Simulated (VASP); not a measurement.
Input:

```
Na
1.0
   -2.06775     2.06775     2.06775
    2.06775    -2.06775     2.06775
    2.06775     2.06775    -2.06775
Na
1
Cartesian
  0.00000   0.00000   0.00000
```

These are vdW-DF2, VASP's PBE PAW potentials (set 64) (plane waves; VASP) values and carry that method's errors. Run with 520 eV cut-off, 14×14×14 Γ-centred mesh, tetrahedra with Blöchl corrections, potentials Na_pv.

Question: Tabulate the total density of states (states/eV per cell) against energy (eV; zero at the valence-band maximum or, without a gap, the Fermi level).

Answer: 
| E (eV) | DOS (states/eV) |
|---|---|
| -9.98 | 0.00 |
| -9.74 | 0.00 |
| -9.50 | 0.00 |
| -9.26 | 0.00 |
| -9.02 | 0.00 |
| -8.90 | 0.00 |
| -8.66 | 0.00 |
| -8.42 | 0.00 |
| -8.18 | 0.00 |
| -7.94 | 0.00 |
| -7.70 | 0.00 |
| -7.46 | 0.00 |
| -7.22 | 0.00 |
| -6.98 | 0.00 |
| -6.74 | 0.00 |
| -6.62 | 0.00 |
| -6.38 | 0.00 |
| -6.14 | 0.00 |
| -5.90 | 0.00 |
| -5.66 | 0.00 |
| -5.42 | 0.00 |
| -5.18 | 0.00 |
| -4.94 | 0.00 |
| -4.70 | 0.00 |
| -4.46 | 0.00 |
| -4.34 | 0.00 |
| -4.10 | 0.00 |
| -3.86 | 0.00 |
| -3.62 | 0.00 |
| -3.38 | 0.03 |
| -3.14 | 0.12 |
| -2.90 | 0.16 |
| -2.66 | 0.20 |
| -2.42 | 0.23 |
| -2.18 | 0.26 |
| -2.06 | 0.27 |
| -1.82 | 0.30 |
| -1.58 | 0.32 |
| -1.34 | 0.34 |
| -1.10 | 0.36 |
| -0.86 | 0.38 |
| -0.62 | 0.41 |
| -0.38 | 0.43 |
| -0.14 | 0.45 |
| 0.10 | 0.47 |
| 0.22 | 0.49 |
| 0.46 | 0.56 |
| 0.70 | 0.59 |
| 0.94 | 0.56 |
| 1.18 | 0.46 |
| 1.42 | 0.49 |
| 1.66 | 0.51 |
| 1.90 | 0.49 |
| 2.14 | 0.60 |
| 2.38 | 0.65 |
| 2.50 | 0.68 |
| 2.74 | 0.69 |
| 2.98 | 0.59 |
| 3.22 | 0.59 |
| 3.46 | 0.66 |
Within 2 eV below the Fermi level the largest weight inside VASP's projection spheres is Na s, then Na p.

The compound is Na in the bcc structure. It was relaxed first, which changed the volume by -9 %.
